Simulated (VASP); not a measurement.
# GW-BSE spectrum of SiO2, part 3 of 3

Aim: the optical spectrum of SiO2 with the electron-hole interaction. The cell has space group P4_32_12. The start is a cell from a database of measured crystal structures.

VASP 6.6.1, plane waves and PAW; the level of theory is named at each step.

So far, quasiparticle gap on the mesh (eV): step 4 (G0W0) 8.44.

## Step 5: BSE, Tamm-Dancoff

This step: BSE on G0W0 on LDA; plane waves and PAW (Si_GW, O_GW) (VASP 6.6.1).

The Bethe-Salpeter equation adds the screened attraction of electron and hole to the quasiparticle pairs; ANTIRES = 0 leaves out the coupling to antiresonant pairs.

INCAR reads:

```
SYSTEM = SiO2
PREC = Accurate
ENCUT = 440
ISMEAR = 0
SIGMA = 0.01
LREAL = .FALSE.
GGA = CA
NBANDS = 360
ALGO = BSE
NBANDSO = 4
NBANDSV = 4
OMEGAMAX = 25
NEDOS = 1000
CSHIFT = 0.1
PRECFOCK = Fast
LWAVE = .FALSE.
LCHARG = .FALSE.
ENCUTGW = 100
ANTIRES = 0
```

POSCAR reads:

```
SiO2
1.0
    4.9329000000      0.0000000000      0.0000000000
    0.0000000000      4.9329000000      0.0000000000
    0.0000000000      0.0000000000      6.4645000000
Si O
4 8
Direct
    0.8177050000      0.8177050000      0.5000000000
    0.6822950000      0.3177050000      0.2500000000
    0.1822950000      0.1822950000      0.0000000000
    0.3177050000      0.6822950000      0.7500000000
    0.2683400000      0.3645700000      0.8019300000
    0.1354300000      0.7683400000      0.5519300000
    0.7316600000      0.6354300000      0.3019300000
    0.8645700000      0.2316600000      0.0519300000
    0.7683400000      0.1354300000      0.4480700000
    0.6354300000      0.7316600000      0.6980700000
    0.2316600000      0.8645700000      0.9480700000
    0.3645700000      0.2683400000      0.1980700000
```

KPOINTS reads:

```
Automatic mesh
0
Gamma
4 4 4
0 0 0
```

The projector-augmented-wave data sets are Si_GW and O_GW (LDA family, release 64).

Launch:

```sh
$ mpirun -np 8 vasp_std
```

Log:

```text
[banner, memory and clock lines left out]
running    8 mpi-ranks, on    1 nodes
 distrk:  each k-point on    8 cores,    1 groups
 distr:  one band on    1 cores,    8 groups

 POSCAR found type information on POSCAR SiO
 POSCAR found :  2 types and      12 ions
|                                                                             |
|           W    W    AA    RRRRR   N    N  II  N    N   GGGG   !!!           |
|           W    W   A  A   R    R  NN   N  II  NN   N  G    G  !!!           |
|           W    W  A    A  R    R  N N  N  II  N N  N  G       !!!           |
|           W WW W  AAAAAA  RRRRR   N  N N  II  N  N N  G  GGG   !            |
|           WW  WW  A    A  R   R   N   NN  II  N   NN  G    G                |
|           W    W  A    A  R    R  N    N  II  N    N   GGGG   !!!           |
|                                                                             |
|     For optimal performance we recommend to set                             |
|       NCORE = 2 up to number-of-cores-per-socket                            |
|     NCORE specifies how many cores store one orbital (NPAR=cpu/NCORE).      |
|     This setting can greatly improve the performance of VASP for DFT.       |
|     The default, NCORE=1 might be grossly inefficient on modern             |
|     multi-core architectures or massively parallel machines. Do your        |
|     Unfortunately you need to use the default for GW and RPA                |
|     calculations (for HF NCORE is supported but not extensively tested      |
|     yet).                                                                   |
|                                                                             |

|                                                                             |
|           W    W    AA    RRRRR   N    N  II  N    N   GGGG   !!!           |
|           W    W   A  A   R    R  NN   N  II  NN   N  G    G  !!!           |
|           W    W  A    A  R    R  N N  N  II  N N  N  G       !!!           |
|           W WW W  AAAAAA  RRRRR   N  N N  II  N  N N  G  GGG   !            |
|           WW  WW  A    A  R   R   N   NN  II  N   NN  G    G                |
|           W    W  A    A  R    R  N    N  II  N    N   GGGG   !!!           |
|                                                                             |
|     The default for ENCUTGWSOFT is different in this version of VASP.       |
|     please manually set ENCUTGWSOFT =100 in the INCAR file.                 |
|                                                                             |

 LDA part: xc-table for (Slater(with rela. corr.)+CA(PZ))
 , standard interpolation
 found WAVECAR, reading the header
 POSCAR, INCAR and KPOINTS ok, starting setup
 FFT: planning ... GRIDC
 FFT: planning ... GRID_SOFT
 FFT: planning ... GRID
 reading WAVECAR
 the WAVECAR file was read successfully
 initial charge from wavefunction
 available memory per node:     86.00 GB, setting MAXMEM to     88068

 The Fermi energy was updated, please check that it is located mid-gap
 values below the HOMO (VB) or above the LUMO (CB) will cause erroneous energies
 E-fermi :   3.2266

 the WAVEDER file was read successfully
 responsefunction array rank=     384

 min. memory requirement per mpi rank    274.0 MB, per node   2191.9 MB

 Doing            0  frequencies on each core in blocks of            0
 Found all WFULLXXXX.tmp files
 reading now WFULL0001.tmp
 reading now WFULL0002.tmp
 reading now WFULL0003.tmp
 reading now WFULL0004.tmp
 reading now WFULL0005.tmp
 reading now WFULL0006.tmp
 reading now WFULL0007.tmp
 reading now WFULL0008.tmp
 reading now WFULL0009.tmp
 reading now WFULL0010.tmp
 reading now WFULL0011.tmp
 reading now WFULL0012.tmp
 reading now WFULL0013.tmp
 reading now WFULL0014.tmp
 reading now WFULL0015.tmp
 reading now WFULL0016.tmp
 reading now WFULL0017.tmp
 reading now WFULL0018.tmp
 parallelization over k-points
 Using distributed matrix
 Using distributed eigensolver
 allocating two-electron 4 orbital integral table    4    4    4    4
 BSE setting up matrix
 available memory per node:     85.76 GB, setting MAXMEM to     87819
 Calculate matrix elements of the BSE Hamiltonian:
 Workload is divided into blocks of two-electron 4 orbital integrals computed in
  parallel.
 Each block/integral has dimensions  of (   4,   4,   4,   4) orbitals
 Total number of blocks/integrals:                 2080
 Number of spins:                                     1
 Number of kpoints:                                  64
 Spin channel:                                        1
  Number of blocks of unoccupied bands:               1
  Number of blocks of occupied bands:                 1
 Number of rows/columns of blocks:                   64

                                                        Time (sec)
               Integrals                 Ranks       Real         CPU
  [         1 -        512/      2080]     8         1.50        0.00
  [       513 -       1024/      2080]     8         3.02        0.00
  [      1025 -       1536/      2080]     8         4.44        0.00
  [      1537 -       2048/      2080]     8         5.92        0.00
  [      2049 -       2080/      2080]     8         6.06        0.00

 BSE redistributing all elements
 BSE diagonalizing matrix PDSYEVX_ZHEEVX_DESC
 BSE calculating oscillator strength
```

Wall time 11 s (8 MPI ranks of Intel Xeon Platinum 8375C at 2.90GHz (Ice Lake), shared host); peak memory 3.9 GiB.

From OUTCAR (step 5):

```text
   NELECT =      64.0000    total number of electrons

 E-fermi :   3.2266

[... 9 parts as in an earlier step ...]

[... 1 further part left out ...]
```

Numbers from this step:

```
lowest excitation                     : 7.478 eV
direct gap less the lowest excitation : 0.9652 eV
```

The imaginary dielectric function has structure finer than the step of the table below, so its rows give means over 1 eV, whole bins alone (the curve runs from 0 to 25 eV). Peaks (eV: height): xx 10.5: 1.20, 10.8: 0.993; zz 11.1: 1.98.

From 4 filled and 4 empty bands alone, without any pair above OMEGAMAX = 25 eV, so strength is missing wherever others contribute; lines are broadened by CSHIFT, which also makes the tail under the first line. Table of imaginary dielectric function by photon energy; means over each step:

| photon energy (eV) | xx | zz |
| --- | --- | --- |
| 1 | 1.6e-4 | 1.9e-4 |
| 2 | 3.6e-4 | 4.0e-4 |
| 3 | 5.8e-4 | 6.6e-4 |
| 4 | 8.9e-4 | 0.00101 |
| 5 | 0.00138 | 0.00152 |
| 6 | 0.00219 | 0.00236 |
| 7 | 0.00389 | 0.00401 |
| 8 | 0.0103 | 0.00835 |
| 9 | 0.0807 | 0.0675 |
| 10 | 0.478 | 0.215 |
| 11 | 0.673 | 1.22 |
| 12 | 0.242 | 0.311 |
| 13 | 0.0559 | 0.0443 |
| 14 | 0.00685 | 0.00814 |
| 15 | 0.00328 | 0.00409 |
| 16 | 0.00197 | 0.00248 |
| 17 | 0.00133 | 0.00167 |
| 18 | 9.6e-4 | 0.00121 |
| 19 | 7.2e-4 | 9.1e-4 |
| 20 | 5.6e-4 | 7.0e-4 |
| 21 | 4.4e-4 | 5.6e-4 |
| 22 | 3.6e-4 | 4.5e-4 |
| 23 | 3.0e-4 | 3.9e-4 |
| 24 | 2.5e-4 | 3.0e-4 |

Some of the lowest 40 states alone, with states under 2.5 meV apart joined, scaled to the strongest line shown. Lines of the exciton spectrum (strongest = 100):

| position (eV) | lines merged | oscillator strength |
| --- | --- | --- |
| 7.478 | 1 | 0.0 |
| 7.984 | 2 | 0.3 |
| 8.116 | 1 | 0.0 |
| 8.293 | 1 | 0.0 |
| 8.436 | 1 | 0.0 |
| 8.495 | 1 | 0.0 |
| 8.572 | 2 | 24 |
| 8.579 | 2 | 2.4 |
| 8.657 | 1 | 0.0 |
| 8.786 | 2 | 41 |
| 8.915 | 1 | 0.0 |
| 8.931 | 1 | 27 |
| 8.956 | 1 | 0.0 |
| 8.992 | 1 | 0.0 |
| 8.998 | 1 | 0.0 |
| 9.006 | 2 | 16 |
| 9.013 | 1 | 0.0 |
| 9.029 | 2 | 6.1 |
| 9.038 | 1 | 0.0 |
| 9.055 | 1 | 0.0 |
| 9.059 | 2 | 33 |
| 9.079 | 1 | 0.0 |
| 9.090 | 2 | 87 |
| 9.109 | 1 | 3.4 |
| 9.221 | 2 | 100 |
| 9.324 | 1 | 0.0 |
| 9.341 | 1 | 0.0 |

The lowest excitation lies at 7.478 eV, -965 meV against the direct gap of these orbitals. It is dark; the first state with over 2 % of the strongest strength among the lowest 40 lies at 8.572 eV. No second mesh in this session tests these energies, peaks and heights.

## Step 6: Without the electron-hole attraction

This step: BSE on G0W0 on LDA, without the electron-hole attraction; plane waves and PAW (Si_GW, O_GW) (VASP 6.6.1).

LADDER = .FALSE. removes the attraction and keeps the local fields, which shows what the attraction does.

Changes to INCAR since step 5:

```diff
@@ -19 +19,2 @@
 ANTIRES = 0
+LADDER = .FALSE.
```

POSCAR is that of step 5.

KPOINTS is that of step 5.

Launch:

```sh
$ mpirun -np 8 vasp_std
```

Log:

```text
[banner, memory and clock lines left out]
 LDA part: xc-table for (Slater(with rela. corr.)+CA(PZ))
 , standard interpolation
 found WAVECAR, reading the header
 POSCAR, INCAR and KPOINTS ok, starting setup
 FFT: planning ... GRIDC
 FFT: planning ... GRID_SOFT
 FFT: planning ... GRID
 reading WAVECAR
 the WAVECAR file was read successfully
 initial charge from wavefunction
 available memory per node:     86.20 GB, setting MAXMEM to     88263

 Doing            0  frequencies on each core in blocks of            0
 parallelization over k-points
 Using distributed matrix
 Using distributed eigensolver
 allocating two-electron 4 orbital integral table    4    4    4    4
 BSE setting up matrix
 available memory per node:     86.17 GB, setting MAXMEM to     88236
 Calculate matrix elements of the BSE Hamiltonian:
 Workload is divided into blocks of two-electron 4 orbital integrals computed in
  parallel.
 Each block/integral has dimensions  of (   4,   4,   4,   4) orbitals
 Total number of blocks/integrals:                 2080
 Number of spins:                                     1
 Number of kpoints:                                  64
 Spin channel:                                        1
  Number of blocks of unoccupied bands:               1
  Number of blocks of occupied bands:                 1
 Number of rows/columns of blocks:                   64

                                                        Time (sec)
               Integrals                 Ranks       Real         CPU
  [         1 -        512/      2080]     8         0.72        0.00
  [       513 -       1024/      2080]     8         1.45        0.00
  [      1025 -       1536/      2080]     8         2.21        0.00
  [      1537 -       2048/      2080]     8         2.98        0.00
  [      2049 -       2080/      2080]     8         3.08        0.00

[... 7 parts as in an earlier step ...]
```

Elapsed: 7 s, on 8 MPI ranks; peak memory 2.8 GiB.

OUTCAR, selected parts (step 6):

```text
   NELECT =      64.0000    total number of electrons

 E-fermi :   3.2266

[... 9 parts as in an earlier step ...]

[... 1 further part left out ...]
```

Numbers from this step:

```yaml
lowest_excitation: 8.445 eV
```

The imaginary dielectric function has structure finer than the step of the table below, so its rows give means over 1 eV, whole bins alone (the curve runs from 0 to 25 eV). Peaks (eV: height): xx 12.5: 1.08; zz 12.6: 1.37, 13.1: 1.38.

From 4 filled and 4 empty bands alone, without any pair above OMEGAMAX = 25 eV, so strength is missing wherever others contribute; lines are broadened by CSHIFT, which also makes the tail under the first line. Table of imaginary dielectric function by photon energy; means over each step:

| photon energy (eV) | xx | zz |
| --- | --- | --- |
| 1 | 1.1e-4 | 1.3e-4 |
| 2 | 2.3e-4 | 2.5e-4 |
| 3 | 3.5e-4 | 4.2e-4 |
| 4 | 5.3e-4 | 6.1e-4 |
| 5 | 7.5e-4 | 8.7e-4 |
| 6 | 0.00109 | 0.00125 |
| 7 | 0.00164 | 0.00186 |
| 8 | 0.00269 | 0.00294 |
| 9 | 0.00762 | 0.00551 |
| 10 | 0.0359 | 0.0358 |
| 11 | 0.0888 | 0.0763 |
| 12 | 0.539 | 0.578 |
| 13 | 0.773 | 1.04 |
| 14 | 0.0909 | 0.125 |
| 15 | 0.0105 | 0.0140 |
| 16 | 0.00464 | 0.00600 |
| 17 | 0.00263 | 0.00337 |
| 18 | 0.00170 | 0.00216 |
| 19 | 0.00119 | 0.00150 |
| 20 | 8.8e-4 | 0.00110 |
| 21 | 6.7e-4 | 8.3e-4 |
| 22 | 5.3e-4 | 6.5e-4 |
| 23 | 4.2e-4 | 5.3e-4 |
| 24 | 3.4e-4 | 4.3e-4 |

The lowest excitation lies at 8.445 eV, +967 meV against the Tamm-Dancoff singlet. It is dark; the first state with over 2 % of the strongest strength among the lowest 40 lies at 8.940 eV. No second mesh in this session tests these energies, peaks and heights.

## Step 7: Independent quasiparticles

This step: BSE on G0W0 on LDA, independent quasiparticles; plane waves and PAW (Si_GW, O_GW) (VASP 6.6.1).

With LADDER and LHARTREE off the pairs don't interact at all, so the lowest line must equal the direct gap.

Changes to INCAR since step 6:

```diff
@@ -20 +20,2 @@
 LADDER = .FALSE.
+LHARTREE = .FALSE.
```

POSCAR is that of step 6.

KPOINTS is that of step 6.

Launch:

```sh
$ mpirun -np 8 vasp_std
```

Log:

```text
[banner, memory and clock lines left out]
 LDA part: xc-table for (Slater(with rela. corr.)+CA(PZ))
 , standard interpolation
 found WAVECAR, reading the header
 POSCAR, INCAR and KPOINTS ok, starting setup
 FFT: planning ... GRIDC
 FFT: planning ... GRID_SOFT
 FFT: planning ... GRID
 reading WAVECAR
 the WAVECAR file was read successfully
 initial charge from wavefunction
 available memory per node:     86.69 GB, setting MAXMEM to     88771

 Doing            0  frequencies on each core in blocks of            0
 parallelization over k-points
 Using distributed matrix
 Using distributed eigensolver
 allocating two-electron 4 orbital integral table    4    4    4    4
 BSE setting up matrix
 available memory per node:     86.50 GB, setting MAXMEM to     88577
 Calculate matrix elements of the BSE Hamiltonian:
 Workload is divided into blocks of two-electron 4 orbital integrals computed in
  parallel.
 Each block/integral has dimensions  of (   4,   4,   4,   4) orbitals
 Total number of blocks/integrals:                 2080
 Number of spins:                                     1
 Number of kpoints:                                  64
 Spin channel:                                        1
  Number of blocks of unoccupied bands:               1
  Number of blocks of occupied bands:                 1
 Number of rows/columns of blocks:                   64

                                                        Time (sec)
               Integrals                 Ranks       Real         CPU
  [         1 -        512/      2080]     8         0.17        0.00
  [       513 -       1024/      2080]     8         0.34        0.00
  [      1025 -       1536/      2080]     8         0.50        0.00
  [      1537 -       2048/      2080]     8         0.66        0.00
  [      2049 -       2080/      2080]     8         0.68        0.00

[... 7 parts as in an earlier step ...]
```

Wall time 5.2 s (8 MPI ranks); peak memory 2.8 GiB.

OUTCAR, selected parts (step 7):

```text
   NELECT =      64.0000    total number of electrons

 E-fermi :   3.2266

[... 9 parts as in an earlier step ...]

[... 1 further part left out ...]
```

This step gave:

| Item | Value |
| --- | --- |
| lowest excitation | 8.443 eV |

The imaginary dielectric function has structure finer than the step of the table below, so its rows give means over 0.5 eV, whole bins alone (the curve runs from 0 to 25 eV). Peaks (eV: height): xx 12.51: 1.11; zz 12.59: 1.46, 12.96: 1.21.

From 4 filled and 4 empty bands alone, without any pair above OMEGAMAX = 25 eV, so strength is missing wherever others contribute; lines are broadened by CSHIFT, which also makes the tail under the first line. Imaginary dielectric function against photon energy; means over each step:

| photon energy (eV) | xx | zz |
| --- | --- | --- |
| 1.0 | 1.0e-4 | 1.2e-4 |
| 1.5 | 1.7e-4 | 2.0e-4 |
| 2.0 | 2.1e-4 | 2.7e-4 |
| 2.5 | 3.0e-4 | 3.3e-4 |
| 3.0 | 3.6e-4 | 4.2e-4 |
| 3.5 | 4.4e-4 | 5.2e-4 |
| 4.0 | 5.3e-4 | 6.3e-4 |
| 4.5 | 6.4e-4 | 7.6e-4 |
| 5.0 | 7.6e-4 | 9.0e-4 |
| 5.5 | 9.3e-4 | 0.00106 |
| 6.0 | 0.00111 | 0.00130 |
| 6.5 | 0.00137 | 0.00157 |
| 7.0 | 0.00168 | 0.00192 |
| 7.5 | 0.00211 | 0.00240 |
| 8.0 | 0.00274 | 0.00307 |
| 8.5 | 0.00389 | 0.00405 |
| 9.0 | 0.00699 | 0.00571 |
| 9.5 | 0.0166 | 0.00984 |
| 10.0 | 0.0319 | 0.0399 |
| 10.5 | 0.0675 | 0.0582 |
| 11.0 | 0.0848 | 0.0906 |
| 11.5 | 0.215 | 0.188 |
| 12.0 | 0.581 | 0.655 |
| 12.5 | 1.04 | 1.22 |
| 13.0 | 0.737 | 1.05 |
| 13.5 | 0.230 | 0.330 |
| 14.0 | 0.0517 | 0.0714 |
| 14.5 | 0.0162 | 0.0216 |
| 15.0 | 0.00921 | 0.0120 |
| 15.5 | 0.00604 | 0.00779 |
| 16.0 | 0.00429 | 0.00552 |
| 16.5 | 0.00321 | 0.00407 |
| 17.0 | 0.00251 | 0.00317 |
| 17.5 | 0.00201 | 0.00253 |
| 18.0 | 0.00164 | 0.00205 |
| 18.5 | 0.00136 | 0.00170 |
| 19.0 | 0.00115 | 0.00144 |
| 19.5 | 9.8e-4 | 0.00123 |
| 20.0 | 8.5e-4 | 0.00105 |
| 20.5 | 7.4e-4 | 9.3e-4 |
| 21.0 | 6.5e-4 | 8.1e-4 |
| 21.5 | 5.9e-4 | 7.1e-4 |
| 22.0 | 5.0e-4 | 6.4e-4 |
| 22.5 | 4.8e-4 | 5.9e-4 |
| 23.0 | 4.0e-4 | 5.0e-4 |
| 23.5 | 4.0e-4 | 4.8e-4 |
| 24.0 | 3.3e-4 | 4.0e-4 |
| 24.5 | 3.0e-4 | 4.0e-4 |

The lowest excitation lies at 8.443 eV, +965 meV against the Tamm-Dancoff singlet. It is dark; the first state with over 2 % of the strongest strength among the lowest 40 lies at 8.938 eV. No second mesh in this session tests these energies, peaks and heights.

## Step 8: Summary

This step: BSE on G0W0 on LDA; plane waves and PAW (VASP 6.6.1).

This step runs nothing: it gathers the runs above.

Cost is wall time times ranks on a shared host, for this step alone, without the steps before it. Excitations by level:

| level | first excitation (eV) | cost (core minutes) |
| --- | --- | --- |
| BSE, Tamm-Dancoff | 7.478 | 1.44 |
| without the electron-hole attraction | 8.445 | 0.93 |
| independent quasiparticles | 8.443 | 0.69 |

## Step 9: Summary of results

| Item | Value |
| --- | --- |
| BSE, Tamm-Dancoff | lowest vertical excitation 7.478 eV; direct gap 8.443 eV |
| without the electron-hole attraction | lowest vertical excitation 8.445 eV; direct gap 8.443 eV |
| independent quasiparticles | lowest vertical excitation 8.443 eV; direct gap 8.443 eV |

In words: The Bethe-Salpeter equation puts the lowest vertical singlet excitation at 7.478 eV, 0.97 eV below the direct gap of 8.443 eV; the states within 10 meV of it carry 0 % of the strength of the strongest such group among the lowest 40 states. The attraction moves the centre of weight of eps2 xx over the computed range by -1.70 eV against the run without the attraction. The spectra were run on one mesh, so the distance from the gap isn't shown to be converged; coarse meshes tend to overstate it. Bands, response cutoff and mesh of the GW step weren't tested in this session. Only the bands set by NBANDSO and NBANDSV form pairs, and any pair above OMEGAMAX = 25 eV is dropped, so the spectrum is that of this window; the window can cut degenerate bands, and the ratio of directions in the curves is that of the window, not of the crystal. The given cell is kept, although it stands at -5.4 GPa at LDA and ENCUT = 440 eV, which holds the mismatch of the given cell with this functional and any basis-set error. The atoms weren't relaxed and carry forces of up to 0.23 eV/Å at LDA in the first static run, so the numbers belong to the given coordinates, and a relaxation would change them. Not tabulated here, as repeats of values shown or as unfit to read for their mesh, reference level or band range: eps2 curves (empty bands); eps1 curves and static values (BSE, empty bands, independent quasiparticles, without the electron-hole attraction); line lists of runs without attraction (independent quasiparticles, without the electron-hole attraction).

[Lines on the potential files, build, host, timing and source positions are cut from VASP's logs without a mark.]

[Logs are printed without paths, hosts, clocks, repeated set-up lines and the standing remarks that a program may print on its own settings, such as how far it seeks lower states.]

[Hosts, paths, dates, database ids (printed as entryN), source tags and the programs' standing remarks are cut or masked in the printed files.]

[Pressures printed for these runs are not shown converged in the cutoff: they can be off by several GPa and have the wrong sign.]
